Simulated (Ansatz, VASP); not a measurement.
# Si7H2O13: VASP beside Ansatz

Wanted: the spread between two codes on one cell, functional and k mesh. The structure shown is the start of the Ansatz relaxation below; VASP solves that cell, so the two are compared at the walk's first step.

Calculated with Ansatz 0.2.0; plane waves, with VASP 6.6.1 beside it; single point at PBE with D3(BJ).

### Step 1. The starting structure

The cell holds 44 atoms: 14 Si, 4 H and 26 O. Cell: a = 8.570 Å, b = 8.570 Å, c = 8.570 Å, α = 90.0°, β = 90.0°, γ = 90.0°.

### Step 2. Ansatz: relaxation, PBE with D3(BJ)

Ansatz runs on its PAW soft_1 files.

The two programs are compared at the cell with which this relaxation starts, whose forces are those of its first step.

Input file input.yaml:

```yaml
crystal:
  lattice:
    - [8.5702138324, 0.0, 0.0]
    - [0.0, 8.5702138324, 0.0]
    - [0.0, 0.0, 8.5702138324]
  atoms:
    - { symbol: Si, position: [0.39438, 0.305134, 0.069636] }
    - { symbol: Si, position: [0.903142, 0.99899, 0.080955] }
    - { symbol: Si, position: [0.634071, 0.264971, 0.570486] }
    - { symbol: Si, position: [0.289374, 0.279331, 0.4239] }
    - { symbol: Si, position: [0.942775, 0.504249, 0.207225] }
    - { symbol: Si, position: [0.444202, 0.801731, 0.208504] }
    - { symbol: Si, position: [0.302805, 0.63866, 0.503988] }
    - { symbol: Si, position: [0.596838, 0.080174, 0.882056] }
    - { symbol: Si, position: [0.781361, 0.598881, 0.515373] }
    - { symbol: Si, position: [0.137676, 0.725875, 0.037142] }
    - { symbol: Si, position: [0.041918, 0.722767, 0.694081] }
    - { symbol: Si, position: [0.566387, 0.756945, 0.712824] }
    - { symbol: Si, position: [0.650394, 0.577292, 0.017543] }
    - { symbol: Si, position: [0.943612, 0.173104, 0.385415] }
    - { symbol: H, position: [0.96186, 0.874217, 0.715892] }
    - { symbol: H, position: [0.487277, 0.956492, 0.271873] }
    - { symbol: H, position: [0.277732, 0.367124, 0.958403] }
    - { symbol: H, position: [0.019721, 0.10885, 0.01644] }
    - { symbol: O, position: [0.749728, 0.036571, 0.986239] }
    - { symbol: O, position: [0.321271, 0.290373, 0.236909] }
    - { symbol: O, position: [0.819552, 0.522738, 0.066802] }
    - { symbol: O, position: [0.128117, 0.695398, 0.853207] }
    - { symbol: O, position: [0.986818, 0.837904, 0.061791] }
    - { symbol: O, position: [0.670167, 0.448974, 0.534091] }
    - { symbol: O, position: [0.464371, 0.150137, 0.99546] }
    - { symbol: O, position: [0.792894, 0.186828, 0.497514] }
    - { symbol: O, position: [0.548314, 0.924727, 0.788875] }
    - { symbol: O, position: [0.103139, 0.579477, 0.150092] }
    - { symbol: O, position: [0.126582, 0.17901, 0.449359] }
    - { symbol: O, position: [0.390972, 0.700154, 0.353112] }
    - { symbol: O, position: [0.945078, 0.332906, 0.277505] }
    - { symbol: O, position: [0.917186, 0.596374, 0.647349] }
    - { symbol: O, position: [0.261755, 0.457449, 0.486509] }
    - { symbol: O, position: [0.905137, 0.039954, 0.26064] }
    - { symbol: O, position: [0.45977, 0.232872, 0.498686] }
    - { symbol: O, position: [0.586724, 0.725077, 0.121741] }
    - { symbol: O, position: [0.63772, 0.641494, 0.844216] }
    - { symbol: O, position: [0.8646, 0.602247, 0.350917] }
    - { symbol: O, position: [0.148002, 0.737534, 0.543885] }
    - { symbol: O, position: [0.681491, 0.750088, 0.562635] }
    - { symbol: O, position: [0.625973, 0.213796, 0.751004] }
    - { symbol: O, position: [0.409939, 0.680583, 0.651396] }
    - { symbol: O, position: [0.529335, 0.436882, 0.059978] }
    - { symbol: O, position: [0.296064, 0.808006, 0.094133] }
  symmetry: { detect: false }
kpoints:
  mp_grid: { grid: [2, 2, 2] }
scf:
  occupations: { method: fermi_dirac, width: 0.05 }
hamiltonian:
  xc: pbe
  dispersion: d3bj
  pseudopotentials: { kind: paw, azcp: { folder: soft_1 } }
output:
  forces: true
  stress: true
relax:
  f_tol: 0.04
  max_steps: 150
  escape_saddle: false
  cell: { stress_tol: 0.4, fix: [] }
```

On the command line:

```bash
$ ansatz run input.yaml --threads 5 --pin off --max-ram 12800MiB --backend cpu --events-out ev --progress --plain --runs-dir out
```

Numbers of over 12 decimals in the logs are rounded to 6 here.

What it wrote:

```text
Engine: ansatz 0.2.0, x86_64-unknown-linux-gnu
Pseudopotentials: kind: paw
Pseudopotential: Si, paw, valence charge 4, recommended cutoff 420 eV (normal), soft_1/Si.paw.azcp
Pseudopotential: H, paw, valence charge 1, recommended cutoff 420 eV (normal), soft_1/H.paw.azcp
Pseudopotential: O, paw, valence charge 6, recommended cutoff 420 eV (normal), soft_1/O.paw.azcp
Functional definition: PBE
  parameter kappa = 0.804
  parameter beta = 0.066725
  exchange = pbe_x(kappa = kappa, mu = beta*pi^2/3)
  correlation = pbe_c(beta = beta)
Crystal: 44 atoms, lattice volume = 629.470 Å³
Basis set: ecut = 420 eV, 12293 PW (Γ), exchange–correlation on 120×120×120 points (8 copies of the dense FFT grid, shifted against one another)
Bands: 152, of which v1, the nominal top of the filled ones, is band 108 counted from 1 (107 counted from 0)
Symmetry: 1 space group operations
k-points: 8
Non-local potential: Si, projectors of the file, l = 0: 2, l = 1: 2, l = 2: 1
Non-local potential: H, projectors of the file, l = 0: 2, l = 1: 1
Non-local potential: O, projectors of the file, l = 0: 2, l = 1: 2, l = 2: 1
PAW form: soft (Blöchl's): semilocal exchange-correlation on the pseudo side does not see the compensation charge
PAW one-centre angular grid: Si, 110 points (default); XC on 64 Gauss nodes
PAW one-centre angular grid: H, 110 points (default); XC on 64 Gauss nodes
PAW one-centre angular grid: O, 110 points (default); XC on 64 Gauss nodes
Initial density: superposition of atomic densities (chi_scale 0.1, normalization cell, long waves kept (reshape's long-wave potential 0.31 eV rms))
Initial wavefunctions: pseudopotential atomic-orbital guess
Functional: x = pbe(κ = 0.804, μ = 0.219515), c = pbe(β = 0.066725)
SCF iter   1: F=—  HF=-23788.030726 eV  |F-HF|=—  |Δ(HF+E_count)|=         —  Δρ=1.23e-1  dr2=8.51e1  ethr=3.10e-3  ⟨swp⟩=6.0  Hψ=5522  notcnv=0  defer=196
preconditioner: auto → Resta (q_TF=auto, 2.283 Å⁻¹)  ε∞=2.5  [insulator: Δε(μ)=7.308 eV  Ē_g=17.600 eV  σ=0.050 eV  W_gap=1.00  n_scr=122 (ndim 8)  ℏωp=21.8 eV  f_vac=0.127  D(μ)=0.00/eV (n_scr^D=0)  ε∞_Penn≈2.5]
SCF iter   2: F=—  HF=-23764.374716 eV  |F-HF|=—  |Δ(HF+E_count)|=    2.37e1  Δρ=4.27e-2  dr2=6.43e0  ethr=3.10e-3  ⟨swp⟩=3.0  Hψ=2996  notcnv=0  defer=308
SCF iter   3: F=—  HF=-23763.206427 eV  |F-HF|=—  |Δ(HF+E_count)|=    1.17e0  Δρ=1.95e-2  dr2=1.80e0  ethr=2.98e-3  ⟨swp⟩=3.0  Hψ=1011  notcnv=0  defer=308
SCF iter   4: F=—  HF=-23763.051465 eV  |F-HF|=—  |Δ(HF+E_count)|=   1.55e-1  Δρ=2.87e-3  dr2=4.56e-2  ethr=8.32e-4  ⟨swp⟩=3.0  Hψ=1916  notcnv=0  defer=312
SCF iter   5: F=—  HF=-23763.070247 eV  |F-HF|=—  |Δ(HF+E_count)|=   1.88e-2  Δρ=1.99e-3  dr2=1.87e-2  ethr=2.11e-5  ⟨swp⟩=2.0  Hψ=1800  notcnv=0  defer=312
SCF iter   6: F=—  HF=-23763.070225 eV  |F-HF|=—  |Δ(HF+E_count)|=   2.27e-5  Δρ=4.48e-4  dr2=1.07e-3  ethr=8.66e-6  ⟨swp⟩=2.2  Hψ=1761  notcnv=0  defer=312
SCF iter   7: F=—  HF=-23763.070462 eV  |F-HF|=—  |Δ(HF+E_count)|=   2.37e-4  Δρ=1.23e-4  dr2=9.74e-5  ethr=4.96e-7  ⟨swp⟩=2.0  Hψ=1676  notcnv=0  defer=312
SCF iter   8: F=—  HF=-23763.070048 eV  |F-HF|=—  |Δ(HF+E_count)|=   4.14e-4  Δρ=9.34e-5  dr2=4.08e-5  ethr=4.51e-8  ⟨swp⟩=2.0  Hψ=2037  notcnv=0  defer=312
SCF iter   9: F=—  HF=-23763.070043 eV  |F-HF|=—  |Δ(HF+E_count)|=   4.62e-6  Δρ=1.59e-5  dr2=1.55e-6  ethr=1.89e-8  ⟨swp⟩=2.0  Hψ=1712  notcnv=0  defer=312
SCF iter  10: F=—  HF=-23763.070044 eV  |F-HF|=—  |Δ(HF+E_count)|=   1.05e-6  Δρ=4.78e-6  dr2=1.28e-7  ethr=7.17e-10  ⟨swp⟩=2.0  Hψ=1677  notcnv=0  defer=312
SCF iter  11: F=-23763.070044 eV  HF=-23763.070044 eV  |F-HF|=2.02e-8  |Δ(HF+E_count)|=   7.40e-8  Δρ=3.07e-6  dr2=4.36e-8  ethr=4.63e-11  ⟨swp⟩=5.0  Hψ=4331  notcnv=0
SCF 1 converged in 11 iterations: F = -23763.070044 eV  dr2 = 4.36e-8
  greatest PAW one-centre occupation: 0.867 electrons in one spin orbital (limit 2), on the O atom at site 38 (counted from 0), in its partial waves of l = 0
relax step   1: F+E_penalty+E_count = -23763.07004445 eV  Δ(F+E_penalty+E_count) = +0.000e0 eV  max|allowed force component| = 2.447e0 eV/Å  Δτ_max = 0.0000 Å  P = +4.888 GPa  Ω = 629.470 Å³  (11 SCF iters, dr2 threshold 1.00e-7 eV, accepted)
Crystal: 44 atoms, lattice volume = 637.272 Å³
Basis set: ecut = 420 eV, 12461 PW (Γ), exchange–correlation on 120×120×120 points (8 copies of the dense FFT grid, shifted against one another)
Initial density: handed on by an earlier stage of this run
Initial wavefunctions: those handed on with the density
iter 1 solved again at ethr=2.97e-4 eV; its pass at ethr=3.10e-3 eV (dr2=6.41e-1 eV) is discarded
SCF iter   1: F=—  HF=-23764.429843 eV  |F-HF|=—  |Δ(HF+E_count)|=         —  Δρ=1.19e-2  dr2=6.50e-1  ethr=2.97e-4  ⟨swp⟩=6.1  Hψ=6664  notcnv=0  defer=1
preconditioner: auto → Resta (q_TF=auto, 2.278 Å⁻¹)  ε∞=2.8  [insulator: Δε(μ)=5.403 eV  Ē_g=16.226 eV  σ=0.050 eV  W_gap=1.00  n_scr=122 (ndim 8)  ℏωp=21.6 eV  f_vac=0.228  D(μ)=0.00/eV (n_scr^D=0)  ε∞_Penn≈2.8]
[...]
SCF iter   3: F=—  HF=-23765.796321 eV  |F-HF|=—  |Δ(HF+E_count)|=   4.25e-5  Δρ=2.01e-5  dr2=1.15e-6  ethr=3.60e-9  ⟨swp⟩=2.0  Hψ=2080  notcnv=0
[...]
SCF converged after 4 iterations
Free energy (F): -23765.796323 eV
Harris-Foulkes:  -23765.796323 eV  (|F-HF|=1.82e-8)
Internal energy: -23765.796323 eV  (E = F + TS)
E sigma→0 (E₀):  -23765.796323 eV
Fermi energy:    4.109661 eV
--- Per-component energies (eV) ---
  E_band       = -1206.766428
  E_kinetic    = 5139.388053
  E_local      = -16071.328407  (includes V_loc(G=0)·N_el)
  E_nonlocal   = 1669.114185
  E_hartree    = 6177.335289
  E_xc         = -2703.140433
  E_vxc        = -3110.705511  (∫ρ·V_xc dr)
  E_paw        = -11423.351393  (= ΣΔE_a)
  E_vpaw       = -1187.925965  (= ΣTr[D̂ρ^β])
  E_aug_tail   = 0.017522  (compensation charges beyond the density's cutoff)
  E_ewald      = -6548.606340
  E_disp       = -5.224800  (pairwise vdW)
  E_smearing   = -0.000000  (= −TS)
  E_closure    = 0.000000  (closes the sum)
  Σ components = -23765.796323   (vs F -23765.796323, Δ=0.00e0)
--- Forces (eV/Å), atoms counted from 1 ---
  atom   1  Si    -0.00647194     0.00772117     0.01111288
  atom   2  Si     0.00601989     0.01736677    -0.00372280
  atom   3  Si    -0.00772787    -0.00251691    -0.00282184
  atom   4  Si    -0.00155713    -0.00547323    -0.01000065
  atom   5  Si     0.00667482    -0.00108144     0.00965963
  atom   6  Si     0.00709010    -0.00384320     0.00261106
  atom   7  Si     0.00336685     0.00154643     0.00441501
  atom   8  Si     0.00843145    -0.01165724     0.01704882
  atom   9  Si    -0.00151123     0.00772737    -0.00835398
  atom  10  Si     0.00223395     0.00886324    -0.00339573
  atom  11  Si     0.01059522     0.01454996     0.00381197
  atom  12  Si     0.00621880     0.00501428    -0.00480415
  atom  13  Si    -0.01048730    -0.00424775     0.02313346
  atom  14  Si    -0.00830981     0.01059991    -0.00536569
  atom  15  H     -0.00208676     0.00258389    -0.00794044
  atom  16  H     -0.00108018     0.01330221     0.00630721
  atom  17  H      0.00540970     0.00460315     0.00174511
  atom  18  H     -0.00319555    -0.00693897     0.00243526
  atom  19  O     -0.01131070     0.00665278    -0.00726916
  atom  20  O      0.00551626     0.00206327    -0.00705080
  atom  21  O     -0.00950270    -0.00137963    -0.00766761
  atom  22  O      0.00139910    -0.00206825    -0.00002143
  atom  23  O      0.00239086    -0.01198156    -0.00480846
  atom  24  O      0.00382613     0.00030985     0.00212959
[...]
atom  37  O      0.00355876    -0.00369233     0.00142763
  atom  38  O     -0.00296163    -0.00239897     0.00242846
  atom  39  O      0.00531675     0.00586305     0.00155200
  atom  40  O      0.00211162     0.00168466     0.00559715
  atom  41  O      0.00293978     0.00307000    -0.00350335
  atom  42  O     -0.00936798    -0.00536421     0.00062298
  atom  43  O     -0.00066831     0.00234967    -0.01368772
  atom  44  O     -0.00960453    -0.00024126    -0.00129996
  max |Σ_I F_I| component: 1.94e-5 eV/Å
--- Stress (GPa, compression-positive) ---
       -0.122514      -0.040436      -0.051694
       -0.040428      -0.073345      -0.011610
       -0.051691      -0.011606       0.038746
  P = ⅓ Tr σ = -0.0524 GPa (-0.524 kbar)
--- Relaxed structure (9 steps of the walk, 8 accepted, 1 SCFs on fresh bases) ---
  F+E_penalty+E_count = -23765.79632316 eV   max|allowed force component| = 2.313e-2 eV/Å   (the final SCF, on the basis selected at the relaxed cell)
  cell:  # Å, volume = 613.1371 Å³
    - [8.330461, -0.121542, -0.107737]
    - [-0.121542, 8.440984, -0.00772095]
    - [-0.107737, -0.00772095, 8.722813]
  atoms:
    - { symbol: Si, position: [0.360847, 0.307574, 0.047343] }
    - { symbol: Si, position: [0.919290, 1.026016, 0.065986] }
    - { symbol: Si, position: [0.647963, 0.254736, 0.561067] }
    - { symbol: Si, position: [0.305235, 0.266119, 0.412487] }
    - { symbol: Si, position: [0.921056, 0.515826, 0.222514] }
    - { symbol: Si, position: [0.440775, 0.817947, 0.221241] }
    - { symbol: Si, position: [0.316851, 0.627476, 0.512290] }
    - { symbol: Si, position: [0.595410, 0.092158, 0.870731] }
    - { symbol: Si, position: [0.787002, 0.597226, 0.525531] }
    - { symbol: Si, position: [0.126081, 0.732687, 0.035164] }
    - { symbol: Si, position: [0.050360, 0.716064, 0.701720] }
    - { symbol: Si, position: [0.579264, 0.753806, 0.723774] }
    - { symbol: Si, position: [0.625354, 0.589777, 0.029932] }
    - { symbol: Si, position: [0.956395, 0.175252, 0.379107] }
    - { symbol: H, position: [0.971017, 0.868550, 0.718947] }
    - { symbol: H, position: [0.484420, 0.978532, 0.273986] }
    - { symbol: H, position: [0.208002, 0.329240, 0.963888] }
    - { symbol: H, position: [0.035682, 0.142250, 0.00378808] }
    - { symbol: O, position: [0.744482, 0.054796, 0.986370] }
    - { symbol: O, position: [0.329012, 0.270781, 0.227974] }
    - { symbol: O, position: [0.780803, 0.494643, 0.091004] }
    - { symbol: O, position: [0.149559, 0.671621, 0.859827] }
    - { symbol: O, position: [0.971309, 0.845737, 0.028964] }
    - { symbol: O, position: [0.664838, 0.442786, 0.518348] }
    - { symbol: O, position: [0.450552, 0.156327, 0.972974] }
    - { symbol: O, position: [0.808319, 0.167152, 0.499662] }
    - { symbol: O, position: [0.535372, 0.931140, 0.778394] }
    - { symbol: O, position: [0.086527, 0.584388, 0.149103] }
    - { symbol: O, position: [0.141185, 0.158225, 0.450477] }
    - { symbol: O, position: [0.401366, 0.700067, 0.363198] }
    - { symbol: O, position: [0.958382, 0.344297, 0.291694] }
    - { symbol: O, position: [0.925330, 0.567163, 0.657612] }
    - { symbol: O, position: [0.274186, 0.440913, 0.483242] }
    - { symbol: O, position: [0.915055, 0.037461, 0.252920] }
    - { symbol: O, position: [0.471434, 0.194506, 0.489030] }
    - { symbol: O, position: [0.593486, 0.743752, 0.135988] }
    - { symbol: O, position: [0.666207, 0.655812, 0.860703] }
    - { symbol: O, position: [0.861486, 0.631251, 0.358094] }
    - { symbol: O, position: [0.161258, 0.731307, 0.549885] }
    - { symbol: O, position: [0.696702, 0.758733, 0.575676] }
    - { symbol: O, position: [0.646883, 0.226785, 0.745692] }
    - { symbol: O, position: [0.425171, 0.645780, 0.669085] }
    - { symbol: O, position: [0.469425, 0.470283, 0.029945] }
    - { symbol: O, position: [0.286891, 0.825397, 0.100425] }
```

(Continued in part 2 of 2.)

[Lines on the potential files, build, host, timing and source positions are cut from VASP's logs without a mark.]

[Logs are printed without paths, hosts, clocks, repeated set-up lines and the standing remarks that a program may print on its own settings, such as how far it seeks lower states.]

[Hosts, paths, dates, database ids (printed as entryN), source tags and the programs' standing remarks are cut or masked in the printed files.]
